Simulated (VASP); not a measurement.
A run of VASP 6.6.1 is set up as follows.

File INCAR:

```
SYSTEM = CdRh3
ALGO = Normal ; EDIFF = 1E-6
EDIFFG = -0.01 ; ENCUT = 600
GGA = PE ; IBRION = 2
ISIF = 3 ; ISMEAR = 1
LASPH = .TRUE. ; LCHARG = .FALSE.
LREAL = .FALSE. ; LWAVE = .FALSE.
NELM = 100 ; NSW = 60
PREC = Accurate ; SIGMA = 0.1
```

KPOINTS

```
k-points
0
G
  7 7 7
  0 0 0
```

The input POSCAR:

```
CdRh3
1.0
    0.0000000000      3.1228850000      3.1228850000
    3.1228850000      0.0000000000      3.1228850000
    3.1228850000      3.1228850000      0.0000000000
Cd Rh
1 3
Direct
    0.0000000000      0.0000000000      0.0000000000
    0.2500000000      0.2500000000      0.2500000000
    0.7500000000      0.7500000000      0.7500000000
    0.5000000000      0.5000000000      0.5000000000
```

Potentials or basis: VASP PAW PBE potentials, release 64 (Cd, Rh_pv).

Command:

```sh
$ cat potpaw_PBE.64/Cd/POTCAR potpaw_PBE.64/Rh_pv/POTCAR > POTCAR
$ mpirun -np 1 vasp_std > vasp.out
```

Question: Predict the space group after relaxing (to 0.05 Å).

Answer: Fm-3m (No. 225).

Question: Predict the band gap on the k mesh.

Answer: None (metal or under the smearing width).

Question: What does it give for the relaxed cell?

Answer: a = 4.453 Å, b = 4.453 Å, c = 4.453 Å, α = 60.00°, β = 60.00°, γ = 60.00°.

Step by step:
```csv
step,energy change (eV),largest force (eV/Å),pressure (GPa),volume (Å³)
1,0.0000,0.0000,4.75,60.91
2,0.0314,0.0000,-6.45,64.98
3,-0.0220,0.0000,-0.06,62.45
```
